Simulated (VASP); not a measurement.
Method: r2SCAN meta-GGA, VASP's PBE PAW potentials (set 64) (plane waves; VASP).

Input for VASP

**KPOINTS**
```
Automatic mesh
0
Gamma
6 6 3
0 0 0
```

**INCAR**
```
# general
SYSTEM  = CdS
PREC    = Accurate
ENCUT   = 400   # plane-wave cut-off (eV)
LREAL   = .FALSE.   # projection in real space or not
LASPH   = .TRUE.

# electronic loop
EDIFF   = 1E-8
NELM    = 100   # most electronic steps
ALGO    = Normal
LMAXMIX = 4   # l cut-off of mixed one-centre charges
LMIXTAU = .TRUE.

# smearing
ISMEAR  = 0   # Gaussian
SIGMA   = 0.05   # width (eV)

# functional
METAGGA = R2SCAN

# ions
IBRION  = 1
NSW     = 30
ISIF    = 2   # forces and stress, cell fixed
EDIFFG  = -0.001

# output
LWAVE   = .FALSE.
LCHARG  = .FALSE.
```

**POSCAR**
```
CdS
1.0
  2.0806356138  -3.6037664210   0.0000000000
  2.0806356138   3.6037664210   0.0000000000
  0.0000000000   0.0000000000   6.7599479128
Cd S
2 2
Cartesian
  2.0806356138  -1.2012578762   3.3800784030
  2.0806356138   1.2012578762   0.0001044466
  2.0806356138  -1.2012578762   5.9283698729
  2.0806356138   1.2012578762   2.5483959165
```

POTCAR, in this order: Cd S (PBE.64 set). Program: vasp_std.

Question: Estimate the energy per atom (σ→0), band gap (on the k-mesh).

Answer: 
| Quantity | Value |
|---|---|
| energy per atom (σ→0) | -14.844 eV/atom |
| band gap (on the k-mesh) | 1.63 eV |

File OSZICAR:
```
...
DAV:   1    -0.593760441472E+02   -0.35072E-07   -0.55404E-05   634   0.487E-02    0.243E-03
DAV:   2    -0.593760442288E+02   -0.81617E-07   -0.81299E-07   720   0.616E-03    0.701E-04
DAV:   3    -0.593760443059E+02   -0.77088E-07   -0.37744E-08   572   0.161E-03    0.551E-04
DAV:   4    -0.593760442175E+02    0.88454E-07   -0.54397E-08   608   0.173E-03    0.161E-04
DAV:   5    -0.593760443167E+02   -0.99289E-07   -0.52548E-08   572   0.176E-03    0.664E-05
DAV:   6    -0.593760443017E+02    0.15040E-07   -0.42762E-09   350   0.470E-04    0.551E-05
DAV:   7    -0.593760443085E+02   -0.68339E-08   -0.34732E-10   338   0.136E-04
   2 F= -.59376044E+02 E0= -.59376044E+02  d E =-.199934E-06
```

The compound is CdS in the wurtzite structure. This run relaxes the ions in a fixed cell. Symmetry was kept, so distortions that lower it aren't found. The start is the result of an earlier pass.
